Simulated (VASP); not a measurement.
Calculation: PBE GGA, VASP's PBE PAW potentials (set 64) (plane waves; VASP 6.6.1).

Input for VASP

POSCAR:
```
LiF
1
    0.0000000000     1.9921010000     1.9921010000
    1.9921010000     0.0000000000     1.9921010000
    1.9921010000     1.9921010000     0.0000000000
Li F
1 1
Direct
  0.0000000000   0.0000000000   0.0000000000
  0.5000000000   0.5000000000   0.5000000000
```

INCAR:
```
SYSTEM = LiF
PREC = Accurate
ENCUT = 200
EDIFF = 1E-03
NELM = 100
ALGO = Normal
LREAL = .FALSE.
LASPH = .TRUE.
ISMEAR = 0
SIGMA = 0.01
GGA = PE
LWAVE = .FALSE.
LCHARG = .FALSE.
ISIF = 3
IBRION = 2
NSW = 50
EDIFFG = -0.01
```

KPOINTS:
```
K-points
0
G
8 8 8
0 0 0
```

POTCAR, in this order: Li_sv F (PBE.64 set). Program: vasp_std.

What VASP printed:

OSZICAR:
```
       N       E                     dE             d eps       ncg     rms          rms(c)
DAV:   1    -0.423847723633E+01   -0.42385E+01   -0.34623E+03   636   0.524E+02
DAV:   2    -0.145423632169E+02   -0.10304E+02   -0.10244E+02   557   0.941E+01
DAV:   3    -0.146366685339E+02   -0.94305E-01   -0.94284E-01   642   0.808E+00
DAV:   4    -0.146368262027E+02   -0.15767E-03   -0.15767E-03   610   0.316E-01
DAV:   5    -0.146368269219E+02   -0.71916E-06   -0.71913E-06   390   0.181E-02    0.107E+01
DAV:   6    -0.137609127955E+02    0.87591E+00   -0.13551E+00   525   0.909E+00    0.547E+00
DAV:   7    -0.136479690897E+02    0.11294E+00   -0.13964E-01   541   0.386E+00    0.187E+00
DAV:   8    -0.136293453246E+02    0.18624E-01   -0.28179E-02   560   0.143E+00    0.562E-02
DAV:   9    -0.136293824164E+02   -0.37092E-04   -0.79944E-04   383   0.280E-01
   1 F= -.13629382E+02 E0= -.13629382E+02  d E =-.136294E+02
       N       E                     dE             d eps       ncg     rms          rms(c)
```

File OUTCAR:
```
------------------------ aborting loop because EDIFF is reached ----------------------------------------
  FORCE on cell =-STRESS in cart. coord.  units (eV):
  Direction    XX          YY          ZZ          XY          YZ          ZX
  --------------------------------------------------------------------------------------
  Total      -34.9180220    -34.9180220    -34.9180220      0.0000000      0.0000000     -0.0000000
  in kB    -3538.3122883  -3538.3122883  -3538.3122883      0.0000000      0.0000000     -0.0000000
  external PRESSURE =   -3538.3122883 kB  Pullay stress =       0.0000000 kB
  volume of cell :       15.81
      direct lattice vectors                 reciprocal lattice vectors
     0.000000000  1.992101000  1.992101000    -0.250991290  0.250991290  0.250991290
     1.992101000  0.000000000  1.992101000     0.250991290 -0.250991290  0.250991290
     1.992101000  1.992101000  0.000000000     0.250991290  0.250991290 -0.250991290
  FREE ENERGIE OF THE ION-ELECTRON SYSTEM (eV)
  ---------------------------------------------------
  free  energy   TOTEN  =       -13.6293824164 eV

  energy  without entropy=      -13.6293824164  energy(sigma->0) =      -13.62938242
```
(Selected blocks of OUTCAR.)

**stdout**
```
 POSCAR found type information on POSCAR LiF
 POSCAR found :  2 types and       2 ions
 Reading from existing POTCAR
 Reading from existing POTCAR
 LDA part: xc-table for (Slater+PW92), standard interpolation
 POSCAR, INCAR and KPOINTS ok, starting setup
 WAVECAR not read
 entering main loop
       N       E                     dE             d eps       ncg     rms          rms(c)
DAV:   1    -0.423847723633E+01   -0.42385E+01   -0.34623E+03   636   0.524E+02
DAV:   2    -0.145423632169E+02   -0.10304E+02   -0.10244E+02   557   0.941E+01
DAV:   3    -0.146366685339E+02   -0.94305E-01   -0.94284E-01   642   0.808E+00
DAV:   4    -0.146368262027E+02   -0.15767E-03   -0.15767E-03   610   0.316E-01
DAV:   5    -0.146368269219E+02   -0.71916E-06   -0.71913E-06   390   0.181E-02    0.107E+01
DAV:   6    -0.137609127955E+02    0.87591E+00   -0.13551E+00   525   0.909E+00    0.547E+00
DAV:   7    -0.136479690897E+02    0.11294E+00   -0.13964E-01   541   0.386E+00    0.187E+00
DAV:   8    -0.136293453246E+02    0.18624E-01   -0.28179E-02   560   0.143E+00    0.562E-02
DAV:   9    -0.136293824164E+02   -0.37092E-04   -0.79944E-04   383   0.280E-01
   1 F= -.13629382E+02 E0= -.13629382E+02  d E =-.136294E+02
 bond charge predicted
       N       E                     dE             d eps       ncg     rms          rms(c)

 -----------------------------------------------------------------------------
|                                                                             |
|     EEEEEEE  RRRRRR   RRRRRR   OOOOOOO  RRRRRR      ###     ###     ###     |
|     E        R     R  R     R  O     O  R     R     ###     ###     ###     |
|     E        R     R  R     R  O     O  R     R     ###     ###     ###     |
|     EEEEE    RRRRRR   RRRRRR   O     O  RRRRRR       #       #       #      |
|     E        R   R    R   R    O     O  R   R                               |
|     E        R    R   R    R   O     O  R    R      ###     ###     ###     |
|     EEEEEEE  R     R  R     R  OOOOOOO  R     R     ###     ###     ###     |
|                                                                             |
|     ERROR FEXCP: supplied Exchange-correletion table                        |
|      is too small, maximal index : 60242                                    |
|                                                                             |
|       ---->  I REFUSE TO CONTINUE WITH THIS SICK JOB ... BYE!!! <----       |
|                                                                             |
 -----------------------------------------------------------------------------
```

VASP stops with an error: ERROR FEXCP: supplied Exchange-correletion table is too small, maximal index : 60242 ----> I REFUSE TO CONTINUE WITH THIS SICK JOB ... BYE!!! <----

The run did not end as a converged relaxation. At this cut-off the stress carries a Pulay error, which pulls relaxed volumes low.

The structure comes from a computed database's LiF entry; how it stands against other phases isn't given here. The cell was not relaxed at this level. The run is one of a series of settings (EDIFF = 1E-03, EDIFFG = -0.01, ENCUT = 200, IBRION = 2, ISIF = 3, NSW = 50, KPOINTS 8×8×8 Γ-centred mesh against the base run), some of them coarse on purpose.
